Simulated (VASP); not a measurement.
Calculation: PBEsol GGA, VASP's PBE PAW potentials (set 64) (plane waves; VASP).

The input files of a VASP run:

File KPOINTS:
```
Automatic mesh
0
Gamma
10 10 10
0 0 0
```

POSCAR:
```
HgTe
1
    0.0000000000     3.2581337552     3.2581337552
    3.2581337552     0.0000000000     3.2581337552
    3.2581337552     3.2581337552     0.0000000000
Hg Te
1 1
Direct
  1.0000000000   0.0000000000   0.0000000000
  0.2500000000   0.2500000000   0.2500000000
```

INCAR:
```
ALGO = Normal
EDIFF = 1E-6
EDIFFG = -0.02
ENCUT = 500
GGA = PS
IBRION = 2
ISIF = 3
ISMEAR = 1
LASPH = .TRUE.
LCHARG = .FALSE.
LMAXMIX = 6
LREAL = .FALSE.
LWAVE = .FALSE.
NELM = 100
NSW = 40
PREC = Accurate
SIGMA = 0.1
SYSTEM = HgTe
```

POTCAR, in this order: Hg Te (PBE.64 set). Program: vasp_std.

Unless said otherwise, spin-orbit coupling is left out, though it shifts the bands of the heavy elements here.

### Question
What does the run give for the energy per atom (σ→0), band gap (on the k-mesh)?

### Answer

```json
{
 "energy per atom (σ→0)": "-211.2 kJ/mol-atom",
 "band gap (on the k-mesh)": "none (metal, semimetal or under 0.01 eV)"
}
```

OSZICAR:
```
...
DAV:   7    -0.437897236366E+01    0.95582E-02   -0.10964E-01  1332   0.262E+00    0.226E+00
DAV:   8    -0.437701701215E+01    0.19554E-02   -0.11021E-02  1272   0.143E+00    0.625E-01
DAV:   9    -0.437677232787E+01    0.24468E-03   -0.83032E-04  1457   0.360E-01    0.127E-01
DAV:  10    -0.437678028949E+01   -0.79616E-05   -0.83429E-05  1396   0.966E-02    0.535E-02
DAV:  11    -0.437678712191E+01   -0.68324E-05   -0.22976E-05  1317   0.449E-02    0.288E-02
DAV:  12    -0.437678592410E+01    0.11978E-05   -0.39775E-06  1382   0.192E-02    0.146E-02
DAV:  13    -0.437678591679E+01    0.73112E-08   -0.25747E-07   616   0.396E-03
   1 F= -.43767859E+01 E0= -.43768613E+01  d E =-.437679E+01
```

The structure was generated: HgTe was put into the zinc blende type (F-43m), which need not be its known phase. It was relaxed first, which changed the volume by +14 %.
